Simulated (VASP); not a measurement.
# CoSi2: phonons from a supercell, part 3 of 3

How does the lattice of CoSi2 vibrate? The start is a cell from a database of measured crystal structures.

VASP 6.6.1, plane waves and PAW; the level of theory is named at each step.

So far. Step 2 (Relax the host): The run ended after 3 ionic steps, 0.048 eV below its first step, once forces and stress met EDIFFG = -0.02. Step 3 (Tight relaxation): The run ended after 5 ionic steps, 0.000 eV below its first step, once forces and stress met EDIFFG = -0.002.

The database entry behind the starting cell differs from later determinations by our own check (0.1 to 0.3 % short, probably kX units), so it need not match the best structure at ambient conditions.

## Step 4: Force constants in the supercell (continued)

Level of this step: LDA, spin-polarised from a ferromagnetic start; plane waves and PAW (Co, Si) (VASP).

From OUTCAR (step 4):

```text
  LATTYP: Found a face centered cubic cell.
 ALAT       =    10.5474189560

The static configuration has the point symmetry O_h .

 Found     10 irreducible k-points:

   k-points           NKPTS =     10   k-points in BZ     NKDIM =     10   number of bands    NBANDS=    114

   dimension x,y,z NGX =    48 NGY =   48 NGZ =   48
   dimension x,y,z NGXF=    96 NGYF=   96 NGZF=   96

   ENCUT  =  350.0 eV  25.72 Ry    5.07 a.u.  11.38 11.38 11.38*2*pi/ulx,y,z

   NELECT =     136.0000    total number of electrons

 E-fermi :  10.6433

 spin component 1
 k-point     1 :       0.0000    0.0000    0.0000
  band No.  band energies     occupation
    ...
     65      10.1740      1.00224
     66      10.1740      1.00224
     67      10.1761      1.00233
     68      10.1821      1.00263
     69      10.1860      1.00285
     70      11.7768     -0.00000
     71      12.3768     -0.00000
     72      12.3768     -0.00000
     73      12.3768     -0.00000
     74      13.4186     -0.00000
    ...

 k-point     2 :       0.2000    0.0000    0.0000
  band No.  band energies     occupation
    ...
     65      10.0905      1.00033
     66      10.0930      1.00035
     67      10.0961      1.00038
     68      10.5858      0.73255
     69      10.5939      0.70233
     70      11.6924     -0.00000
     71      12.4951     -0.00000
     72      12.4959     -0.00000
     73      12.4961     -0.00000
     74      12.6138     -0.00000
    ...

 k-point     3 :       0.4000    0.0000    0.0000
  band No.  band energies     occupation
    ...
     64       9.6963      1.00000
     65       9.9170      1.00000
     66       9.9176      1.00000
     67       9.9199      1.00000
     68      10.3457      1.02817
     69      11.4187     -0.00000
     70      11.4259     -0.00000
     71      12.3478     -0.00000
     72      12.3538     -0.00000
     73      12.6791     -0.00000
    ...

 k-point     4 :       0.2000    0.2000    0.0000
  band No.  band energies     occupation
    ...
     65       9.8616      1.00000
     66      10.5101      0.94743
     67      10.5160      0.93574
     68      10.5188      0.92998
     69      10.5247      0.91699
     70      11.9400     -0.00000
     71      12.3574     -0.00000
     72      12.4085     -0.00000
     73      12.4086     -0.00000
     74      12.6815     -0.00000
    ...

  energy-cutoff  :      350.00
  volume of cell :      293.34
      direct lattice vectors                 reciprocal lattice vectors
     0.000000000  5.273709478  5.273709478    -0.094809925  0.094809925  0.094809925
     5.273709478  0.000000000  5.273709478     0.094809925 -0.094809925  0.094809925
     5.273709478  5.273709478  0.000000000     0.094809925  0.094809925 -0.094809925

 POSITION                                       TOTAL-FORCE (eV/Angst)
 -----------------------------------------------------------------------------------
      0.00000      0.00000      0.00000         0.002178     -0.000792     -0.000792
      2.63685      2.63685      0.00000         0.002212     -0.000805      0.000805
      2.63685      0.00000      2.63685         0.002212      0.000805     -0.000805
      5.27371      2.63685      2.63685        -0.026484      0.018779      0.018779
      0.00000      2.63685      2.63685         0.002178      0.000792      0.000792
      2.63685      5.27371      2.63685        -0.027139      0.019672     -0.019672
      2.63685      2.63685      5.27371        -0.027139     -0.019672      0.019672
      5.27371      5.27371      5.27371        -0.026484     -0.018779     -0.018779
      3.94028      3.95528      3.95528         0.168318     -0.000000     -0.000000
      6.59214      6.59214      3.95528        -0.004715     -0.007062     -0.000058
      6.59214      3.95528      6.59214        -0.004715     -0.000058     -0.007062
      9.22899      6.59214      6.59214        -0.001082     -0.000000     -0.000000
      3.95528      6.59214      6.59214        -0.001146     -0.000000     -0.000000
      6.59214      9.22899      6.59214        -0.004715      0.000058      0.007062
      6.59214      6.59214      9.22899        -0.004715      0.007062      0.000058
      9.22899      9.22899      9.22899        -0.005744     -0.000000     -0.000000
      1.31843      1.31843      1.31843         0.000913     -0.000000     -0.000000
      3.95528      3.95528      1.31843         0.002858     -0.000440     -0.000031
      3.95528      1.31843      3.95528         0.002858     -0.000031     -0.000440
      6.59214      3.95528      3.95528        -0.023164     -0.000000     -0.000000
      1.31843      3.95528      3.95528        -0.025398      0.000000      0.000000
      3.95528      6.59214      3.95528         0.002858      0.000031      0.000440
      3.95528      3.95528      6.59214         0.002858      0.000440      0.000031
      6.59214      6.59214      6.59214        -0.006802     -0.000000     -0.000000
 -----------------------------------------------------------------------------------
    total drift:                                0.000035     -0.000001     -0.000001

  FREE ENERGIE OF THE ION-ELECTRON SYSTEM (eV)
  ---------------------------------------------------
  free  energy   TOTEN  =      -175.4110584932 eV

  energy  without entropy=     -175.4315413424  energy(sigma->0) =     -175.41788611

[...]
6.592137  6.592137  3.955282    -0.143583   -0.196110   -0.002683
      6.592137  3.955282  6.592137     0.143583   -0.044905    0.052677
      9.228992  6.592137  6.592137     0.183435    0.196110   -0.052677
      3.955282  6.592137  6.592137     0.183435    0.196110   -0.052677
      6.592137  9.228992  6.592137     0.143583   -0.044905    0.052677
      6.592137  6.592137  9.228992    -0.143583   -0.196110   -0.002683
      9.228992  9.228992  9.228992    -0.183435    0.044905    0.002683
      1.318427  1.318427  1.318427    -0.183435    0.044905    0.002683
      3.955282  3.955282  1.318427    -0.143583   -0.196110   -0.002683
      3.955282  1.318427  3.955282     0.143583   -0.044905    0.052677
      6.592137  3.955282  3.955282     0.183435    0.196110   -0.052677
      1.318427  3.955282  3.955282     0.183435    0.196110   -0.052677
      3.955282  6.592137  3.955282     0.143583   -0.044905    0.052677
      3.955282  3.955282  6.592137    -0.143583   -0.196110   -0.002683
      6.592137  6.592137  6.592137    -0.183435    0.044905    0.002683

   3 f  =   12.021138 THz    75.531036 2PiTHz  400.981994 cm-1    49.715409 meV
             X         Y         Z           dx          dy          dz
      0.000000  0.000000  0.000000     0.045218    0.017253    0.198344
      2.636855  2.636855  0.000000     0.098799   -0.023792   -0.198344
      2.636855  0.000000  2.636855    -0.098799   -0.017253    0.054272
      5.273709  2.636855  2.636855    -0.045218    0.023792   -0.054272
      0.000000  2.636855  2.636855    -0.045218    0.023792   -0.054272
      2.636855  5.273709  2.636855    -0.098799   -0.017253    0.054272
      2.636855  2.636855  5.273709     0.098799   -0.023792   -0.198344
      5.273709  5.273709  5.273709     0.045218    0.017253    0.198344
      3.955282  3.955282  3.955282    -0.163904   -0.191886    0.008349
      6.592137  6.592137  3.955282     0.172614    0.000037   -0.008349
      6.592137  3.955282  6.592137    -0.172614    0.191886    0.063027
      9.228992  6.592137  6.592137     0.163904   -0.000037   -0.063027
      3.955282  6.592137  6.592137     0.163904   -0.000037   -0.063027
      6.592137  9.228992  6.592137    -0.172614    0.191886    0.063027
      6.592137  6.592137  9.228992     0.172614    0.000037   -0.008349
      9.228992  9.228992  9.228992    -0.163904   -0.191886    0.008349
      1.318427  1.318427  1.318427    -0.163904   -0.191886    0.008349
      3.955282  3.955282  1.318427     0.172614    0.000037   -0.008349
      3.955282  1.318427  3.955282    -0.172614    0.191886    0.063027
      6.592137  3.955282  3.955282     0.163904   -0.000037   -0.063027
      1.318427  3.955282  3.955282     0.163904   -0.000037   -0.063027
      3.955282  6.592137  3.955282    -0.172614    0.191886    0.063027
      3.955282  3.955282  6.592137     0.172614    0.000037   -0.008349
      6.592137  6.592137  6.592137    -0.163904   -0.191886    0.008349

   4 f  =   12.021138 THz    75.531036 2PiTHz  400.981994 cm-1    49.715409 meV
             X         Y         Z           dx          dy          dz
      0.000000  0.000000  0.000000    -0.086617    0.067035   -0.054215
      2.636855  2.636855  0.000000     0.126184   -0.148340    0.054215
      2.636855  0.000000  2.636855    -0.126184   -0.067035   -0.045747
      5.273709  2.636855  2.636855     0.086617    0.148340    0.045747
      0.000000  2.636855  2.636855     0.086617    0.148340    0.045747
      2.636855  5.273709  2.636855    -0.126184   -0.067035   -0.045747
      2.636855  2.636855  5.273709     0.126184   -0.148340    0.054215
      5.273709  5.273709  5.273709    -0.086617    0.067035   -0.054215
      3.955282  3.955282  3.955282     0.120736   -0.020714   -0.001714
      6.592137  6.592137  3.955282    -0.012427   -0.031995    0.001714
      6.592137  3.955282  6.592137     0.012427    0.020714    0.285193
      9.228992  6.592137  6.592137    -0.120736    0.031995   -0.285193
      3.955282  6.592137  6.592137    -0.120736    0.031995   -0.285193
      6.592137  9.228992  6.592137     0.012427    0.020714    0.285193
      6.592137  6.592137  9.228992    -0.012427   -0.031995    0.001714
      9.228992  9.228992  9.228992     0.120736   -0.020714   -0.001714
      1.318427  1.318427  1.318427     0.120736   -0.020714   -0.001714
      3.955282  3.955282  1.318427    -0.012427   -0.031995    0.001714
      3.955282  1.318427  3.955282     0.012427    0.020714    0.285193
      6.592137  3.955282  3.955282    -0.120736    0.031995   -0.285193
      1.318427  3.955282  3.955282    -0.120736    0.031995   -0.285193
      3.955282  6.592137  3.955282     0.012427    0.020714    0.285193
      3.955282  3.955282  6.592137    -0.012427   -0.031995    0.001714
      6.592137  6.592137  6.592137     0.120736   -0.020714   -0.001714

   5 f  =   12.021138 THz    75.531036 2PiTHz  400.981994 cm-1    49.715409 meV
             X         Y         Z           dx          dy          dz
      0.000000  0.000000  0.000000    -0.171515    0.068852    0.059694
      2.636855  2.636855  0.000000    -0.100337   -0.002005   -0.059694
      2.636855  0.000000  2.636855     0.100337   -0.068852    0.084633
      5.273709  2.636855  2.636855     0.171515    0.002005   -0.084633
      0.000000  2.636855  2.636855     0.171515    0.002005   -0.084633
      2.636855  5.273709  2.636855     0.100337   -0.068852    0.084633
    [... 1824 further lines ...]
      3.955282  6.592137  3.955282    -0.122068    0.116114    0.046088
      3.955282  3.955282  6.592137    -0.122068    0.116114    0.046088
      6.592137  6.592137  6.592137    -0.122068    0.116114    0.046088

 ELASTIC MODULI CONTR FROM IONIC RELAXATION (kBar)
 Direction    XX          YY          ZZ          XY          YZ          ZX
 --------------------------------------------------------------------------------
 XX           0.0000      0.0000      0.0000      0.0000      0.0000      0.0000
 YY           0.0000      0.0000      0.0000      0.0000      0.0000      0.0000
 ZZ           0.0000      0.0000      0.0000      0.0000      0.0000      0.0000
 XY           0.0000      0.0000      0.0000      0.0000      0.0000      0.0000
 YZ           0.0000      0.0000      0.0000      0.0000      0.0000      0.0000
 ZX           0.0000      0.0000      0.0000      0.0000      0.0000      0.0000
 --------------------------------------------------------------------------------

[... 1 part as in an earlier step ...]

[... 7 further parts left out ...]
```

CONTCAR:

```
CoSi2
   1.00000000000000
     0.0000000000000000    5.2737094779999998    5.2737094779999998
     5.2737094779999998    0.0000000000000000    5.2737094779999998
     5.2737094779999998    5.2737094779999998    0.0000000000000000
  Co              Si
     8    16
Direct
     0.0000000000000000    0.0000000000000000    0.0000000000000000
     0.0000000000000000    0.0000000000000000    0.5000000000000000
     0.0000000000000000    0.5000000000000000    0.0000000000000000
     0.0000000000000000    0.5000000000000000    0.5000000000000000
     0.5000000000000000    0.0000000000000000    0.0000000000000000
     0.5000000000000000    0.0000000000000000    0.5000000000000000
     0.5000000000000000    0.5000000000000000    0.0000000000000000
     0.5000000000000000    0.5000000000000000    0.5000000000000000
     0.3764221488747697    0.3735778511252303    0.3735778511252303
     0.3750000000000000    0.3750000000000000    0.8750000000000000
     0.3750000000000000    0.8750000000000000    0.3750000000000000
     0.3750000000000000    0.8750000000000000    0.8750000000000000
     0.8750000000000000    0.3750000000000000    0.3750000000000000
     0.8750000000000000    0.3750000000000000    0.8750000000000000
     0.8750000000000000    0.8750000000000000    0.3750000000000000
     0.8750000000000000    0.8750000000000000    0.8750000000000000
     0.1250000000000000    0.1250000000000000    0.1250000000000000
     0.1250000000000000    0.1250000000000000    0.6250000000000000
     0.1250000000000000    0.6250000000000000    0.1250000000000000
     0.1250000000000000    0.6250000000000000    0.6250000000000000
     0.6250000000000000    0.1250000000000000    0.1250000000000000
     0.6250000000000000    0.1250000000000000    0.6250000000000000
     0.6250000000000000    0.6250000000000000    0.1250000000000000
     0.6250000000000000    0.6250000000000000    0.6250000000000000
```

The magnetic state follows from one typed start and may not be the lowest. The last energy, forces, stress and levels in OUTCAR belong to the last displaced cell, not to the cell of POSCAR.

Numbers from this step:

| Quantity | Value |
| --- | --- |
| electrons | 136 |
| lowest frequency | -3.39e-6 cm⁻¹ |
| highest frequency | 413.8 cm⁻¹ |
| dynamically stable | yes |
| zero point energy | 55.24 meV/atom |
| heat capacity 300 | 20.91 J/K/mol of atoms |
| entropy 300 | 19.86 J/K/mol of atoms |

No long-range dipole term. Phonon branches along the path, in cm⁻¹:

```tsv
point	branch 1	branch 2	branch 3	branch 4	branch 5	branch 6	branch 7	branch 8	branch 9
Γ	0	0	0	345	345	345	352	352	352
0.53 of the way	134	134	222	310	314	314	383	389	389
X	197	197	270	281	281	299	398	401	401
0.47 of the way	202	208	264	274	281	323	391	392	409
W	208	236	236	279	281	363	363	386	414
0.47 of the way	193	236	244	280	285	347	376	389	411
K	179	241	245	282	289	338	380	396	405
0.47 of the way	111	148	237	314	322	342	371	378	393
Γ	0	0	0	345	345	345	352	352	352
0.47 of the way	86	86	196	333	333	333	367	367	385
L	124	124	314	328	328	358	370	376	376
0.53 of the way	148	180	287	303	309	355	372	387	394
U	179	241	245	282	289	338	380	396	405
0.47 of the way	190	237	244	280	286	345	377	390	410
W	208	236	236	279	281	363	363	386	414
0.47 of the way	158	190	280	298	303	362	364	388	399
L	124	124	314	328	328	358	370	376	376
0.53 of the way	148	180	287	303	309	355	372	387	394
K	179	241	245	282	289	338	380	396	405
jump to U	179	241	245	282	289	338	380	396	405
0.53 of the way	193	209	268	274	283	313	391	400	405
X	197	197	270	281	281	299	398	401	401
```

The phonon branches as a text plot (rows in cm⁻¹):

```
    405 |      **************                ********       *****
    388 |   ****  **************     ****  ************* *******
    371 | ***        ************   *********** **************
    353 |**          *** ****  ******    *****   * **   *****
    336 |***        *   *    ***** ********   ***       *    **
    319 |   **     *        ****         ****         *****    *
    302 |    *** **       ***           *  ***      **** ****   *
    284 |      ************                 * ********     ******
    267 |      *****      ***          *     *      *       *  **
    250 |           ** ***                    **** *         **
    233 |     *      *****   *                ******         **
    216 |    *      **    *           *           * *       *  *
    198 |        **** **   *  *              *   * *           **
    181 |   *   *       *   *                  **   **     * **
    164 |      *         **    *     *      ***       *     *
    147 |     *            * *             **        **   **
    129 |  * *              *            ***           ****
    112 |   *                ** *   *  **
     95 | *                   **      *
     78 |  *                   *     *
     60 | *                     *  **
     43 |                       **
     26 |*                       * *
      9 |                        **
         Γ       X    W  K        Γ      L     U  W     L   K|U X
```

The phonon density of states has structure finer than the step of the table below, so its rows give means over 20 cm⁻¹, whole bins alone (the curve runs from -26.7 to 439 cm⁻¹). Peaks (cm⁻¹: height): 173.4: 0.0198, 322.9: 0.0478, 388.3: 0.112.

Phonon density of states against frequency; means over each step:

```tsv
frequency (cm⁻¹)	phonon density of states (states/cm⁻¹/cell)
0	1.7e-5
20	1.9e-4
40	7.4e-4
60	0.00169
80	0.00377
100	0.00663
120	0.0134
140	0.0182
160	0.0186
180	0.0185
200	0.0148
220	0.00967
240	0.00669
260	0.0198
280	0.0341
300	0.0440
320	0.0462
340	0.0300
360	0.0289
380	0.0795
400	0.0518
420	0.00270
```

The heat capacity at constant volume by temperature:

temperature (K), heat capacity at constant volume (J/K/mol of atoms) and a bar:
```
        0        0.0 
       50        1.7 ##
      100        7.6 #########
      150       13.3 ################
      200       17.1 #####################
      250       19.4 ########################
      275       20.2 #########################
      325       21.4 ##########################
      375       22.2 ###########################
      425       22.8 ############################
      475       23.2 ############################
      525       23.5 #############################
      575       23.7 #############################
      625       23.9 #############################
      675       24.1 #############################
      725       24.2 ##############################
      750       24.2 ##############################
      800       24.3 ##############################
      850       24.4 ##############################
      900       24.4 ##############################
      950       24.5 ##############################
     1000       24.5 ##############################
```

Vibrational entropy against temperature:

temperature (K), vibrational entropy (J/K/mol of atoms) and a bar:
```
        0        0.0 
       25        0.1 
       75        1.8 #
      100        3.5 ##
      150        7.7 #####
      175        9.9 ######
      200       12.1 ########
      250       16.2 ##########
      275       18.1 ###########
      300       19.9 ############
      350       23.2 ##############
      375       24.7 ###############
      425       27.5 #################
      450       28.8 ##################
      475       30.1 ###################
      525       32.4 ####################
      550       33.5 #####################
      575       34.5 ######################
      625       36.5 #######################
      650       37.5 #######################
      700       39.3 #########################
      725       40.1 #########################
      750       40.9 ##########################
      800       42.5 ###########################
      825       43.2 ###########################
      850       44.0 ############################
      900       45.4 ############################
      925       46.0 #############################
      975       47.3 ##############################
     1000       47.9 ##############################
```

## Step 5: Summary of results

```
highest frequency : 414 cm⁻¹
lowest frequency  : -3.4e-6 cm⁻¹
zero point energy : 55.2 meV/atom
heat capacity 300 : 20.9 J/K/mol of atoms
entropy 300       : 19.9 J/K/mol of atoms
```

What this shows: The spectrum reaches 414 cm⁻¹, and its lowest point lies at 0 cm⁻¹. No mode is imaginary, so the structure is a local minimum as far as this supercell can tell. Frequencies between the wave vectors that fit the supercell are interpolated.

[Lines on the potential files, build, host, timing and source positions are cut from VASP's logs without a mark.]

[Logs are printed without paths, hosts, clocks, repeated set-up lines and the standing remarks that a program may print on its own settings, such as how far it seeks lower states.]

[Hosts, paths, dates, database ids (printed as entryN), source tags and the programs' standing remarks are cut or masked in the printed files.]

[Runs that stopped without an error message from VASP are left out.]
